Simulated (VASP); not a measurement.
## MgH8Cl2O4: single point with PBE+D3(BJ)

The system is MgH8Cl2O4.

```
O H Mg Cl
1.0
     5.89253    0.00000    0.00000
     0.00000    5.89253    0.00000
     0.00000    0.00000    5.89253
O H Mg Cl
4 8 1 2
Cartesian
  6.1076 2.4707 3.1077
  4.0612 5.6173 -0.5822
  2.3475 0.0379 3.6343
  1.2725 2.2738 0.0073
  6.3823 2.4419 4.0888
  5.5675 3.4733 2.8938
  3.1262 5.2574 -0.2264
  4.1089 6.2777 0.1510
  2.2370 0.7401 2.9383
  3.1856 0.3891 4.2521
  1.5055 2.3216 0.8890
  2.1827 2.7126 -0.3689
  1.4296 4.3910 2.3036
  -0.3626 5.5750 2.3439
  3.1964 3.0694 2.0693
```

The cell was built by a generator and needn't be a form met in nature.

| Quantity | Value |
| --- | --- |
| Program | VASP 6.6.1 |
| Task | single point |
| Functional | PBE |
| Dispersion | D3(BJ) |
| Potentials or basis | VASP PAW PBE potentials, release 64 (O, H, Mg, Cl) |
| Cutoff | 520 eV |
| k mesh | 1 × 1 × 1 |
| Occupations | fermi-dirac, width 0.05 eV |
| Spin | no spin polarisation |

```
Pressure                   : -0.7 GPa
Largest force              : 5.858 eV/Å
Band gap on the k mesh     : 3.08 eV, direct
Dispersion energy per atom : -0.059 eV
```

Forces on the atoms (eV/Å):
```
O   -0.433  4.210  0.844
O   -3.136 -0.043  2.272
O    0.885  1.474 -0.444
O    2.149  1.480 -5.244
H   -0.856  0.300 -1.475
H    0.945 -3.509  1.447
H    2.597  0.221 -1.266
H    1.090 -0.012 -0.119
H   -0.074 -0.055  0.830
H   -1.459 -1.678 -1.586
H    0.717 -0.279  3.918
H   -2.813 -1.500  0.925
Mg   1.033 -0.246  1.229
Cl  -1.139 -0.220 -0.867
Cl   0.495 -0.143 -0.464
```

Stress tensor (GPa, compression positive):
```
-0.65 -1.25  1.69
-1.25 -3.09  1.92
 1.69  1.92  1.58
```

Levels at points of the mesh, in eV from the valence-band top:
| k point | band 20 | band 21 | band 22 | band 23 | band 24 | band 25 | band 26 | band 27 | band 28 | band 29 |
| --- | --- | --- | --- | --- | --- | --- | --- | --- | --- | --- |
| (0.00, 0.00, 0.00) | -1.11 | -1.09 | -0.87 | -0.57 | 0.00 | 3.08 | 5.53 | 6.07 | 6.77 | 7.67 |

It took 26 s on 1 thread of Intel(R) Xeon(R) Platinum 8488C (Sapphire Rapids), on a shared host, peak memory 0.31 GiB.

Expect the measured gap to be larger: semilocal functionals such as PBE lack the derivative discontinuity.
